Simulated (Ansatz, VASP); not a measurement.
# Cross-check of BaTiO3 between VASP and Ansatz

Wanted: the spread between two codes on one cell, functional and k mesh. The cell is taken from a series of runs on this material, whose earlier steps may have relaxed, scaled, displaced or heated it; both programs get it as it stands.

Method: plane waves, with VASP 6.6.1 beside it; single point at LDA and single point at BLYP, in Ansatz 0.2.0.

### 1. The starting structure

It takes space group P4mm (No. 99, tetragonal). Conventional cell: a = 3.990 Å, b = 3.990 Å, c = 4.023 Å, α = 90.00°, β = 90.00°, γ = 90.00°. Nearest to Ba lie 12 O at 2.80 to 2.87 Å. Nearest to Ti lie 6 O at 1.84 to 2.18 Å. Nearest to O lie 2 Ti at 1.84 to 2.18 Å and 4 Ba at 2.82 Å. O has 2 Ti at 2.00 Å and 4 Ba at 2.80 to 2.87 Å nearest. Farther neighbours and most contacts between anions are not listed.

As a file:

```
Ba Ti O
1.0
     3.99048    0.00000    0.00000
     0.00000    3.99048    0.00000
     0.00000    0.00000    4.02303
Ba Ti O
1 1 3
Direct
  0.00000 0.00000 0.00000
  0.50000 0.50000 0.52200
  0.50000 0.50000 0.97900
  0.50000 0.00000 0.48800
  0.00000 0.50000 0.48800
```

### 2. VASP: single point, LDA

With cell and atoms fixed, the geometry can't cause a difference; cores, projectors, grids and the points listed under the comparison can.

Lines of VASP's logs that name or quote its potential files are left out, and so is its time.

File INCAR:

```
SYSTEM = BaTiO3
PREC = Accurate
ENCUT = 520
EDIFF = 1E-06
NELM = 100
ISMEAR = 0
SIGMA = 0.02
LREAL = .FALSE.
ALGO = Normal
GGA = PW92
NBANDS = 26
LASPH = .TRUE.
LORBIT = 11
LWAVE = .FALSE.
LCHARG = .FALSE.
KPAR = 2
ISIF = 2
```

File POSCAR:

```
BaTiO3
1.0
    3.9904800000      0.0000000000      0.0000000000
    0.0000000000      3.9904800000      0.0000000000
    0.0000000000      0.0000000000      4.0230300000
Ba Ti O
1 1 3
Direct
    0.0000000000      0.0000000000      0.0000000000
    0.5000000000      0.5000000000      0.5220000000
    0.5000000000      0.5000000000      0.9790000000
    0.5000000000      0.0000000000      0.4880000000
    0.0000000000      0.5000000000      0.4880000000
```

File KPOINTS:

```
Automatic mesh
0
Gamma
4 4 4
0 0 0
```

PAW data sets: Ba_sv, Ti_sv and O (LDA family, release 64).

Started as:

```sh
> mpirun -np 2 vasp_std
```

Numbers of over 12 decimals in the logs are rounded to 6 here.

Output:

```text
[banner, memory and clock lines left out]
running    2 mpi-ranks, on    1 nodes
 distrk:  each k-point on    1 cores,    2 groups
 distr:  one band on    1 cores,    1 groups

 POSCAR found type information on POSCAR BaTiO
 POSCAR found :  3 types and       5 ions
|                                                                             |
|               ----> ADVICE to this user running VASP <----                  |
|                                                                             |
|     You enforced a specific xc type in the INCAR file but a different       |
|     [... a line on the potential file left out ...]
|     I HOPE YOU KNOW WHAT YOU ARE DOING!                                     |
|                                                                             |

 LDA part: xc-table for (Slater(with rela. corr.)+PW92), standard interpolation
 POSCAR, INCAR and KPOINTS ok, starting setup
 FFT: planning ... GRIDC
 FFT: planning ... GRID_SOFT
 FFT: planning ... GRID
 WAVECAR not read
 entering main loop
       N       E                     dE             d eps       ncg     rms          rms(c)
DAV:   1     0.437723247447E+03    0.43772E+03   -0.21272E+04   936   0.167E+03
DAV:   2    -0.961249918518E+01   -0.44734E+03   -0.43358E+03  1118   0.454E+02
DAV:   3    -0.526712246038E+02   -0.43059E+02   -0.42824E+02  1330   0.138E+02
DAV:   4    -0.545701128382E+02   -0.18989E+01   -0.18965E+01  1374   0.258E+01
DAV:   5    -0.546305743148E+02   -0.60461E-01   -0.60450E-01  1302   0.342E+00    0.230E+01
DAV:   6    -0.445394294679E+02    0.10091E+02   -0.65074E+01  1330   0.715E+01    0.104E+01
DAV:   7    -0.443514190758E+02    0.18801E+00   -0.11542E+01  1204   0.255E+01    0.681E+00
DAV:   8    -0.441311143278E+02    0.22030E+00   -0.95597E-01  1176   0.922E+00    0.287E+00
DAV:   9    -0.441450289839E+02   -0.13915E-01   -0.25381E-01  1304   0.350E+00    0.125E+00
DAV:  10    -0.441283555221E+02    0.16673E-01   -0.88380E-02  1158   0.324E+00    0.357E-01
DAV:  11    -0.441276174860E+02    0.73804E-03   -0.58420E-03  1328   0.582E-01    0.690E-02
DAV:  12    -0.441274944449E+02    0.12304E-03   -0.44738E-04  1108   0.189E-01    0.425E-02
DAV:  13    -0.441274659873E+02    0.28458E-04   -0.16147E-04  1266   0.118E-01    0.166E-02
DAV:  14    -0.441274596412E+02    0.63461E-05   -0.40795E-05  1460   0.532E-02    0.406E-03
DAV:  15    -0.441274597442E+02   -0.10298E-06   -0.28972E-06   954   0.118E-02
   1 F= -.44127460E+02 E0= -.44127460E+02  d E =-.156448E-68
```

OUTCAR, selected parts (step 2):

```text
ion  position               nearest neighbor table
   1  0.000  0.000  0.000-   4 2.80   5 2.80   5 2.80   4 2.80   3 2.82   3 2.82   3 2.82   3 2.82
                             4 2.87   5 2.87   4 2.87   5 2.87   2 3.41   2 3.41   2 3.41   2 3.41
   2  0.500  0.500  0.522-   3 1.84   4 2.00   5 2.00   4 2.00   5 2.00   3 2.18   1 3.41   1 3.41
                             1 3.41   1 3.41   1 3.52   1 3.52   1 3.52   1 3.52
   3  0.500  0.500  0.979-   2 1.84   2 2.18   1 2.82   1 2.82   1 2.82   1 2.82
   4  0.500  0.000  0.488-   2 2.00   2 2.00   1 2.80   1 2.80   1 2.87   1 2.87
   5  0.000  0.500  0.488-   2 2.00   2 2.00   1 2.80   1 2.80   1 2.87   1 2.87

  LATTYP: Found a simple tetragonal cell.
 ALAT       =     3.9904800000
 C/A-ratio  =     1.0081569135

 Subroutine GETGRP returns: Found  8 space group operations
 (whereof  8 operations were pure point group operations)

The static configuration has the point symmetry C_4v.

 Found     18 irreducible k-points:

   k-points           NKPTS =     18   k-points in BZ     NKDIM =     18   number of bands    NBANDS=     26

   dimension x,y,z NGX =    30 NGY =   30 NGZ =   30
   dimension x,y,z NGXF=    60 NGYF=   60 NGZF=   60

   ENCUT  =  520.0 eV  38.22 Ry    6.18 a.u.   7.42  7.42  7.48*2*pi/ulx,y,z

   NELECT =      40.0000    total number of electrons

 k-points in reciprocal lattice and weights: Automatic mesh
   0.00000000  0.00000000  0.00000000       0.016
   0.25000000  0.00000000  0.00000000       0.062
   0.50000000  0.00000000  0.00000000       0.031
   0.25000000  0.25000000  0.00000000       0.062
   0.50000000  0.25000000  0.00000000       0.062
   0.50000000  0.50000000  0.00000000       0.016
   0.00000000  0.00000000  0.25000000       0.031
   0.25000000  0.00000000  0.25000000       0.125
   0.50000000  0.00000000  0.25000000       0.062
[...]
0.50000000  0.25000000  0.50000000       0.062
   0.50000000  0.50000000  0.50000000       0.016

 average (electrostatic) potential at core
       1 -32.2244       2 -76.9556       3 -71.0211       4 -70.7839       5 -70.7839

 E-fermi :   3.8546

 k-point     1 :       0.0000    0.0000    0.0000
  band No.  band energies     occupation
    ...
     16       2.1843      2.00000
     17       2.4131      2.00000
     18       3.1619      2.00000
     19       3.2267      2.00000
     20       3.2267      2.00000
     21       5.3081      0.00000
     22       5.6950      0.00000
     23       5.6950      0.00000
     24       7.6800      0.00000
     25       7.8651      0.00000
    ...

 k-point     2 :       0.2500    0.0000    0.0000
  band No.  band energies     occupation
    ...
     16       1.8392      2.00000
     17       2.0451      2.00000
     18       2.3163      2.00000
     19       2.7749      2.00000
     20       2.9309      2.00000
     21       5.7513      0.00000
     22       6.3037      0.00000
     23       6.3460      0.00000
     24       7.8149      0.00000
     25       8.8599      0.00000
    ...

 k-point     3 :       0.5000    0.0000    0.0000
  band No.  band energies     occupation
    ...
     16       1.5968      2.00000
     17       1.7246      2.00000
     18       1.8915      2.00000
     19       2.4580      2.00000
     20       2.6321      2.00000
     21       5.8282      0.00000
     22       7.0893      0.00000
     23       7.1610      0.00000
     24       7.7901      0.00000
     25       9.4873      0.00000
    ...

  Total       -2.3839686     -2.3839686     -1.3575188      0.0000000      0.0000000      0.0000000
  in kB      -59.6221399    -59.6221399    -33.9510237      0.0000000      0.0000000      0.0000000
  external PRESSURE =     -51.0651012 kB  Pullay stress =       0.0000000 kB

  energy-cutoff  :      520.00
  volume of cell :       64.06
      direct lattice vectors                 reciprocal lattice vectors
     3.990480000  0.000000000  0.000000000     0.250596419  0.000000000  0.000000000
     0.000000000  3.990480000  0.000000000     0.000000000  0.250596419  0.000000000
     0.000000000  0.000000000  4.023030000     0.000000000  0.000000000  0.248568865

 POSITION                                       TOTAL-FORCE (eV/Angst)
 -----------------------------------------------------------------------------------
      0.00000      0.00000      0.00000         0.000000      0.000000      0.158290
      1.99524      1.99524      2.10002        -0.000000     -0.000000     -0.101612
      1.99524      1.99524      3.93855        -0.000000     -0.000000     -0.103621
      1.99524      0.00000      1.96324         0.000000      0.000000      0.023471
      0.00000      1.99524      1.96324         0.000000      0.000000      0.023471
 -----------------------------------------------------------------------------------
    total drift:                                0.000000      0.000000      0.000421

  FREE ENERGIE OF THE ION-ELECTRON SYSTEM (eV)
  ---------------------------------------------------
  free  energy   TOTEN  =       -44.1274597442 eV

  energy  without entropy=      -44.1274597442  energy(sigma->0) =      -44.12745974

 total charge
# of ion       s       p       d       tot
------------------------------------------
    1        2.005   5.636   0.338   7.980
    2        2.221   6.283   1.776  10.280
    3        1.557   3.451   0.000   5.008
    4        1.551   3.448   0.000   4.999
    5        1.551   3.448   0.000   4.999
--------------------------------------------------
tot          8.886  22.265   2.115  33.266

[... 3 further parts left out ...]
```

This run has no spin polarisation, so a moment on Ti, if there is one, isn't seen. The gap is read on the k-mesh alone, so it is an upper bound where the band edges lie off the mesh. Harder data sets than Ba_sv exist (the GW ones), and pressures, volumes and forces can shift noticeably with them.

### 3. Ansatz: single point, LDA

Ansatz runs on its default PAW (the set named soft_2) files.

The same cell, functional (in two slightly different forms), mesh and smearing now go to Ansatz, which takes its cutoff from its data sets.

File input.yaml:

```yaml
crystal:
  lattice:
    - [3.99048, 0.0, 0.0]
    - [0.0, 3.99048, 0.0]
    - [0.0, 0.0, 4.02303]
  atoms:
    - { symbol: Ba, position: [0.0, 0.0, 0.0] }
    - { symbol: Ti, position: [0.5, 0.5, 0.522] }
    - { symbol: O, position: [0.5, 0.5, 0.979] }
    - { symbol: O, position: [0.5, 0.0, 0.488] }
    - { symbol: O, position: [0.0, 0.5, 0.488] }
hamiltonian:
  xc: lda
  pseudopotentials: { kind: paw }
kpoints:
  mp_grid: { grid: [4, 4, 4] }
  band_path:
    path:
      - [0.0, 0.0, 0.0]
      - [0.0, 0.13333, 0.0]
      - [0.0, 0.3, 0.0]
      - [0.0, 0.46667, 0.0]
      - [0.1, 0.5, 0.0]
      - [0.26667, 0.5, 0.0]
      - [0.43333, 0.5, 0.0]
      - [0.43333, 0.43333, 0.0]
      - [0.26667, 0.26667, 0.0]
      - [0.1, 0.1, 0.0]
      - [0.0, 0.0, 0.03333]
      - [0.0, 0.0, 0.2]
      - [0.0, 0.0, 0.36667]
      - [0.0, 0.0, 0.5]
      - [0.0, 0.16667, 0.5]
      - [0.0, 0.3, 0.5]
      - [0.0, 0.46667, 0.5]
      - [0.1, 0.5, 0.5]
      - [0.26667, 0.5, 0.5]
      - [0.43333, 0.5, 0.5]
      - [0.5, 0.5, 0.5]
      - [0.43333, 0.43333, 0.5]
      - [0.26667, 0.26667, 0.5]
      - [0.1, 0.1, 0.5]
      - [0.0, 0.5, 0.03333]
      - [0.0, 0.5, 0.2]
      - [0.0, 0.5, 0.36667]
      - [0.5, 0.5, 0.0]
      - [0.5, 0.5, 0.16667]
      - [0.5, 0.5, 0.33333]
      - [0.5, 0.5, 0.5]
    npoints: 1
scf:
  occupations: { method: gaussian, width: 0.02 }
  n_extra_bands: 8
output:
  forces: true
  stress: true
  eigenvalues: true
  write_density: true
  write_potential: true
  elf: true
  volumetric_format: npy
```

Started as:

```sh
> ansatz run input.yaml --threads 2 --pin off --max-ram 4608MiB --backend cpu --events-out ev --progress --plain --runs-dir out
```

Output:

```text
scf.n_extra_bands = 8 over 20 filled bands (N_el = 40.0): the run solves 28 bands
Engine: ansatz 0.2.0, aarch64-unknown-linux-gnu
Pseudopotentials: kind: paw
Pseudopotential: Ba, paw, valence charge 10, recommended cutoff 420 eV (normal), Ba.paw.azcp
Pseudopotential: Ti, paw, valence charge 12, recommended cutoff 420 eV (normal), Ti.paw.azcp
Pseudopotential: O, paw, valence charge 6, recommended cutoff 420 eV (normal), O.paw.azcp
Functional definition: SPW92
  exchange = slater_x
  correlation = pw_c
Crystal: 5 atoms, lattice volume = 64.062 Å³
Basis set: ecut = 420 eV, 1245 PW (Γ)
Bands: 28, of which v1, the nominal top of the filled ones, is band 20 counted from 1 (19 counted from 0)
Symmetry: 8 space group operations
Space group: P4mm (ITA 99), of the structure as read, at distance tolerance 4.0e-5 Å
k-points: 18 of 64 (time reversal used)
Non-local potential: Ba, projectors of the file, l = 0: 3, l = 1: 2, l = 2: 2, l = 3: 2
Non-local potential: Ti, projectors of the file, l = 0: 3, l = 1: 2, l = 2: 3, l = 3: 1
Non-local potential: O, projectors of the file, l = 0: 2, l = 1: 2, l = 2: 1
PAW form: soft (Blöchl's): semilocal exchange-correlation on the pseudo side does not see the compensation charge
PAW frozen core: Ba, regenerated for the run's functional, and the local potential with it (the file was generated under x = pbe(κ = 0.804, μ = 0.219515), c = pbe(β = 0.066725))
PAW frozen core: Ti, regenerated for the run's functional, and the local potential with it (the file was generated under x = pbe(κ = 0.804, μ = 0.219515), c = pbe(β = 0.066725))
PAW frozen core: O, regenerated for the run's functional, and the local potential with it (the file was generated under x = pbe(κ = 0.804, μ = 0.219515), c = pbe(β = 0.066725))
PAW one-centre angular grid: Ba, 194 points (default); XC on 64 Gauss nodes
PAW one-centre angular grid: Ti, 590 points (default); XC on 64 Gauss nodes
PAW one-centre angular grid: O, 110 points (default); XC on 64 Gauss nodes
Initial density: superposition of atomic densities (neutral atoms: chi_scale 0, normalization atom), corrected by the library's trained network
Initial wavefunctions: pseudopotential atomic-orbital guess
Functional: x = slater, c = lda
SCF iter   1: F=—  HF=-9904.473157 eV  |F-HF|=—  |Δ(HF+E_count)|=         —  Δρ=1.88e-2  dr2=2.18e-1  ethr=1.77e-3  ⟨swp⟩=7.2  Hψ=2658  notcnv=0
preconditioner: auto → Resta (q_TF=auto, 2.522 Å⁻¹)  ε∞=5.0  [insulator: Δε(μ)=1.513 eV  Ē_g=13.115 eV  σ=0.020 eV  W_gap=1.00  n_scr=18 (ndim 8)  ℏωp=26.2 eV  f_vac=0.000  D(μ)=0.00/eV (n_scr^D=0)  ε∞_Penn≈5.0]
SCF iter   2: F=—  HF=-9904.434182 eV  |F-HF|=—  |Δ(HF+E_count)|=   3.90e-2  Δρ=6.84e-3  dr2=3.61e-2  ethr=5.46e-4  ⟨swp⟩=2.7  Hψ=856  notcnv=0  defer=51
SCF iter   3: F=—  HF=-9904.428471 eV  |F-HF|=—  |Δ(HF+E_count)|=   5.71e-3  Δρ=1.84e-3  dr2=2.72e-3  ethr=9.02e-5  ⟨swp⟩=2.4  Hψ=731  notcnv=0  defer=52
SCF iter   4: F=—  HF=-9904.427938 eV  |F-HF|=—  |Δ(HF+E_count)|=   5.33e-4  Δρ=2.01e-4  dr2=2.92e-5  ethr=6.80e-6  ⟨swp⟩=2.0  Hψ=736  notcnv=0  defer=52
SCF iter   5: F=—  HF=-9904.427929 eV  |F-HF|=—  |Δ(HF+E_count)|=   8.87e-6  Δρ=4.61e-5  dr2=1.50e-6  ethr=7.30e-8  ⟨swp⟩=2.4  Hψ=756  notcnv=0  defer=52
SCF iter   6: F=-9904.427929 eV  HF=-9904.427929 eV  |F-HF|=1.40e-8  |Δ(HF+E_count)|=   4.13e-7  Δρ=6.47e-6  dr2=2.47e-8  ethr=2.50e-10  ⟨swp⟩=14.2  Hψ=4238  notcnv=0
SCF 1 converged in 6 iterations: F = -9904.427929 eV  dr2 = 2.47e-8
  Residual-converged pass: ⟨swp⟩=1.0  Hψ=576  notcnv=0  max |occ|·‖R‖ = 7.0e-9 eV (tolerance 1.0e-8 eV)  dr2=2.47e-8  dr2_onsite=9.06e-10  max |Δocc| = 0.0e0
  greatest PAW one-centre occupation: 0.999 electrons in one spin orbital (limit 2), on the Ti atom at site 1 (counted from 0), in its partial waves of l = 0
NSCF: frozen V_eff on 31 k-points
SCF converged after 6 iterations
Free energy (F): -9904.427929 eV
Harris-Foulkes:  -9904.427929 eV  (|F-HF|=1.40e-8)
Internal energy: -9904.427929 eV  (E = F + TS)
E sigma→0 (E₀):  -9904.427929 eV
Fermi energy:    10.900840 eV
--- Per-component energies (eV) ---
  E_band       = -149.093071
  E_kinetic    = 965.651582
  E_local      = -2109.466051  (includes V_loc(G=0)·N_el)
  E_nonlocal   = 216.189441
  E_hartree    = 818.301740
  E_xc         = -484.981875
  E_vxc        = -542.284150  (∫ρ·V_xc dr)
  E_paw        = -6494.852989  (= ΣΔE_a)
  E_vpaw       = -315.795187  (= ΣTr[D̂ρ^β])
  E_aug_tail   = 0.007575  (compensation charges beyond the density's cutoff)
  E_ewald      = -2816.176581
  E_core_change = 0.899230  (= ΣΔE_core)
  E_smearing   = -0.000000  (= −TS)
  E_closure    = 0.000000  (closes the sum)
  Σ components = -9904.427929   (vs F -9904.427929, Δ=0.00e0)
--- Forces (eV/Å), atoms counted from 1 ---
  atom   1  Ba     0.00000000    -0.00000000     0.17420325
  atom   2  Ti    -0.00000000    -0.00000000    -0.00540816
  atom   3  O     -0.00000000    -0.00000000    -0.19994032
  atom   4  O      0.00000000     0.00000000     0.01559972
  atom   5  O     -0.00000000     0.00000000     0.01559972
  max |Σ_I F_I| component: 5.42e-5 eV/Å
--- Stress (GPa, compression-positive) ---
       -7.894792       0.000000      -0.000000
        0.000000      -7.894792       0.000000
       -0.000000       0.000000      -5.557706
  P = ⅓ Tr σ = -7.1158 GPa (-71.158 kbar)
--- Band table (eV; the first three rows and the last of 18) ---
  k-point 0: bands = [... 16 lower, 8.8027, 9.6081, 9.6696, 9.6696, 11.7840, 12.1629, 12.1629, 14.1548, ... 4 higher]
  k-point 1: bands = [... 16 lower, 8.3815, 8.7085, 9.4926, 9.4926, 11.8492, 12.9494, 12.9494, 14.1519, ... 4 higher]
  k-point 2: bands = [... 16 lower, 8.0286, 8.0660, 9.3313, 9.3313, 11.9172, 13.6566, 13.6566, 14.1526, ... 4 higher]
  k-point 17: bands = [... 16 lower, 7.6204, 9.8442, 9.8442, 10.0177, 14.2313, 14.2470, 14.2470, 16.4749, ... 4 higher]
```

### 4. Comparison

Known differences besides the potentials themselves: the cutoff is 420 eV in Ansatz and 520 eV in VASP; VASP's log shows a relativistic correction to its local exchange, Ansatz's none. Total energies have different zeros and are not compared.

Compared:

```
                                        quantity  Ansatz   VASP  difference
                                  pressure (GPa)   -7.12  -5.11       -2.01
pressure without Ansatz's Pulay correction (GPa)   -7.86  -5.11       -2.76
                          gap on the k mesh (eV)   1.766  1.698      +0.068
```

Forces (eV/Å; atoms numbered as in POSCAR):

```
atom        Ansatz x, y, z          VASP x, y, z
 Ba1   0.000, 0.000, 0.174   0.000, 0.000, 0.158
 Ti2  0.000, 0.000, -0.005  0.000, 0.000, -0.102
  O3  0.000, 0.000, -0.200  0.000, 0.000, -0.104
  O4   0.000, 0.000, 0.016   0.000, 0.000, 0.023
  O5   0.000, 0.000, 0.016   0.000, 0.000, 0.023
```

The forces differ by 36 meV/Å r.m.s., which is 63.3 % of the r.m.s. force of 0.06 eV/Å (both taken over all components). A gap on the mesh is an upper bound, since the band edges may lie between its points. Ansatz's pressure holds a Pulay correction of 0.75 GPa; VASP's holds none.

### 5. What the set-up changes

Further runs change the set-up of one program: Ansatz's method, potentials or start, or VASP's data sets, cutoff or form of LDA. The table gives Ansatz less VASP for each quantity, since a change that brings one quantity closer may part another.

```
                                                                                                                run  r.m.s. force difference (meV/Å)  pressure (GPa)  gap on the k mesh (eV)  pressure without Ansatz's Pulay correction (GPa)
                                                                                                           as above                               36            -2.0                   0.068                                              -2.8
                                                                  VASP with GGA = CA, the Perdew-Zunger form of LDA                               40            -2.2                   0.068                                              -2.9
VASP with the data sets Ba_sv_GW, Ti_sv_GW and O_GW, a cutoff of 670 eV and GGA = CA, the Perdew-Zunger form of LDA                               16           0.025                  0.0087                                             -0.72
      VASP with the data sets Ba_sv, Ti_sv and O_h, a cutoff of 1230 eV and GGA = CA, the Perdew-Zunger form of LDA                               29            -2.0                   0.062                                              -2.7
```

(Continued in part 2 of 2.)

[Lines on the potential files, build, host, timing and source positions are cut from VASP's logs without a mark.]

[Logs are printed without paths, hosts, clocks, repeated set-up lines and the standing remarks that a program may print on its own settings, such as how far it seeks lower states.]

[Hosts, paths, dates, database ids (printed as entryN), source tags and the programs' standing remarks are cut or masked in the printed files.]
